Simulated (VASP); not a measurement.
InSb:

```
In Sb
1.0
     0.00000    3.23910    3.23910
     3.23910    0.00000    3.23910
     3.23910    3.23910    0.00000
In Sb
1 1
Direct
  0.00000 0.00000 0.00000
  0.25000 0.25000 0.25000
```

- Program: VASP 6.6.1
- Task: relaxation of cell and atoms
- Functional: r2SCAN
- Potentials or basis: VASP PAW PBE potentials, release 64 (In_d, Sb)
- Cutoff: 600 eV
- k mesh: 10 × 10 × 10
- Occupations: gaussian, width 0.03 eV
- Spin: no spin polarisation

At the start: pressure 1.7 GPa; volume 33.98 Å³/atom.

Q: Where does the relaxation end?

A: Over 3 steps the energy falls by 6.4 meV/atom and the volume is 35.23 Å³/atom (+3.7 %); space group F-43m (No. 216, to 0.05 Å).

Step by step:
```csv
step,energy change (eV),largest force (eV/Å),pressure (GPa),volume (Å³)
1,0.0000,0.0000,1.72,67.97
2,-0.0104,0.0000,-0.68,71.62
3,-0.0128,0.0000,0.01,70.46
```

Final structure:
```xyz
2
Lattice="0.0000 3.2782 3.2782 3.2782 0.0000 3.2782 3.2782 3.2782 0.0000" Properties=species:S:1:pos:R:3 pbc="T T T"
In    0.0000    0.0000    0.0000
Sb    1.6391    1.6391    1.6391
```

Caveat: the PAW data sets were made with another functional, which shifts forces and pressure a little.
